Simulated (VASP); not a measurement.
Calculation: LDA (Ceperley-Alder, Perdew-Zunger), VASP's LDA PAW potentials (set 64) (plane waves; VASP).

The input files of a VASP run:

**KPOINTS**
```
Automatic mesh
0
Gamma
5 5 5
0 0 0
```

### INCAR
```
LCHARG=.FALSE.
EDIFF=1E-6   # SCF stop (eV)
SYSTEM=Ca(GaAs)2
LWAVE=.FALSE.
LMAXMIX=4
ALGO=Normal   # blocked Davidson
ISIF=2
ENCUT=300   # plane-wave cut-off (eV)
ISMEAR=-1   # Fermi-Dirac
LASPH=.TRUE.   # aspherical one-centre terms
SIGMA=0.1   # width (eV)
LREAL=.FALSE.   # projection in real space or not
NELM=100   # most electronic steps
PREC=Accurate
```

**POSCAR**
```
Ca(GaAs)2
1
    1.9547820000     1.1285930000     8.1646480000
   -1.9547820000     1.1285930000     8.1646480000
    0.0000000000    -2.2571870000     8.1646480000
Ca Ga As
1 2 2
Direct
  0.0000000000   0.0000000000   0.0000000000
  0.4513130000   0.4513130000   0.4513130000
  0.5486870000   0.5486870000   0.5486870000
  0.2562800000   0.2562800000   0.2562800000
  0.7437200000   0.7437200000   0.7437200000
```

POTCAR, in this order: Ca_sv Ga_d As (LDA.64 set). Program: vasp_std.

The run wrote:

**OSZICAR**
```
       N       E                     dE             d eps       ncg     rms          rms(c)
DAV:   1     0.300370947741E+03    0.30037E+03   -0.16471E+04  1043   0.166E+03
DAV:   2     0.752501246263E+01   -0.29285E+03   -0.28729E+03  1135   0.405E+02
DAV:   3    -0.225918190480E+02   -0.30117E+02   -0.29346E+02  1217   0.122E+02
DAV:   4    -0.240498694774E+02   -0.14581E+01   -0.14511E+01  1681   0.244E+01
DAV:   5    -0.240942944309E+02   -0.44425E-01   -0.44322E-01  1459   0.328E+00    0.552E+00
DAV:   6    -0.235443289498E+02    0.54997E+00   -0.13126E+00  1465   0.123E+01    0.325E+00
DAV:   7    -0.234683123713E+02    0.76017E-01   -0.45501E-01  1152   0.303E+00    0.113E+00
DAV:   8    -0.234600565627E+02    0.82558E-02   -0.40747E-02  1330   0.190E+00    0.283E-01
DAV:   9    -0.234596405745E+02    0.41599E-03   -0.64502E-03  1799   0.685E-01    0.103E-01
DAV:  10    -0.234596339549E+02    0.66196E-05   -0.36791E-04  1245   0.135E-01    0.482E-02
DAV:  11    -0.234596522749E+02   -0.18320E-04   -0.12972E-04  1376   0.540E-02    0.135E-02
DAV:  12    -0.234596509325E+02    0.13424E-05   -0.15181E-05  1293   0.249E-02    0.937E-03
DAV:  13    -0.234596509265E+02    0.60199E-08   -0.18335E-06   942   0.865E-03
   1 F= -.23459651E+02 E0= -.23456620E+02  d E =-.606242E-02
```

OUTCAR:
```
------------------------ aborting loop because EDIFF is reached ----------------------------------------
  FORCE on cell =-STRESS in cart. coord.  units (eV):
  Direction    XX          YY          ZZ          XY          YZ          ZX
  --------------------------------------------------------------------------------------
  Total        0.9174216      0.9174206      0.1077294      0.0000000     -0.0000000      0.0000000
  in kB       13.6005039     13.6004899      1.5970558      0.0000000     -0.0000001      0.0000000
  external PRESSURE =       9.5993499 kB  Pullay stress =       0.0000000 kB
  volume of cell :      108.07
      direct lattice vectors                 reciprocal lattice vectors
     1.954782000  1.128593000  8.164648000     0.255782998  0.147676459  0.040826424
    -1.954782000  1.128593000  8.164648000    -0.255782998  0.147676459  0.040826424
     0.000000000 -2.257187000  8.164648000     0.000000000 -0.295352917  0.040826406
 POSITION                                       TOTAL-FORCE (eV/Angst)
 -----------------------------------------------------------------------------------
      0.00000      0.00000      0.00000         0.000000      0.000000      0.000000
      0.00000     -0.00000     11.05444         0.000000      0.000000     -0.044120
      0.00000     -0.00000     13.43951         0.000000     -0.000000      0.044120
      0.00000     -0.00000      6.27731         0.000000     -0.000000      0.158508
      0.00000     -0.00000     18.21664         0.000000      0.000000     -0.158508
 -----------------------------------------------------------------------------------
    total drift:                                0.000000     -0.000000      0.000000
  FREE ENERGIE OF THE ION-ELECTRON SYSTEM (eV)
  ---------------------------------------------------
  free  energy   TOTEN  =       -23.4596509265 eV

  energy  without entropy=      -23.4535885107  energy(sigma->0) =      -23.45661972
```
(Selected blocks of OUTCAR.)

At this cut-off the stress carries a Pulay error, which pulls relaxed volumes low.

The structure comes from a computed database's CaGa2As2 entry; how it stands against other phases isn't given here. The cell was not relaxed at this level, and its volume differs by -5.9 % from the start's.
